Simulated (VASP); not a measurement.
Input:

```yaml
crystal:
  lattice:
    - [0.00000, 2.07049, 2.07049]
    - [2.07049, 0.00000, 2.07049]
    - [7.81771, 7.81771, 0.46424]
  atoms:
    - { symbol: Al, position: [0.99978, 0.99978, 0.00016] }
    - { symbol: Al, position: [0.00022, 0.00022, 0.24984] }
    - { symbol: Ag, position: [0.01107, 0.01107, 0.49170] }
    - { symbol: Ag, position: [0.98893, 0.98893, 0.75830] }
```

The numbers are results of PBEsol GGA, VASP's PBE PAW potentials (set 64) (plane waves; VASP), not measurements. Run with 400 eV cut-off, 14×14×4 Γ-centred mesh, tetrahedra with Blöchl corrections, potentials Al Ag.

Task: Tabulate the total density of states (states/eV per cell) against energy (eV; zero at the valence-band maximum or, without a gap, the Fermi level).

Result: 
(E (eV), DOS (states/eV)): (-9.89, 0.33); (-9.55, 0.33); (-9.21, 0.35); (-8.88, 0.35); (-8.54, 0.53); (-8.20, 0.72); (-7.86, 0.77); (-7.52, 0.89); (-7.18, 1.18); (-6.85, 2.57); (-6.51, 5.01); (-6.17, 7.15); (-5.83, 3.13); (-5.50, 8.56); (-5.16, 8.19); (-4.82, 4.28); (-4.48, 7.49); (-4.14, 6.44); (-3.81, 4.81); (-3.47, 1.24); (-3.02, 1.52); (-2.68, 1.30); (-2.34, 1.32); (-2.00, 1.46); (-1.66, 0.89); (-1.32, 1.60); (-0.99, 1.46); (-0.65, 1.17); (-0.31, 1.22); (0.03, 0.80); (0.36, 2.19); (0.70, 0.79); (1.04, 0.79); (1.38, 1.35); (1.72, 1.24); (2.06, 1.53); (2.39, 1.31); (2.73, 1.59); (3.07, 1.89); (3.41, 1.58)
Within 2 eV below the Fermi level the largest weight inside VASP's projection spheres is Ag d, then Ag p.

The structure was generated: Ag2Al2 was put into an ordered model structure (R-3m), which need not be its known phase. It was relaxed first.
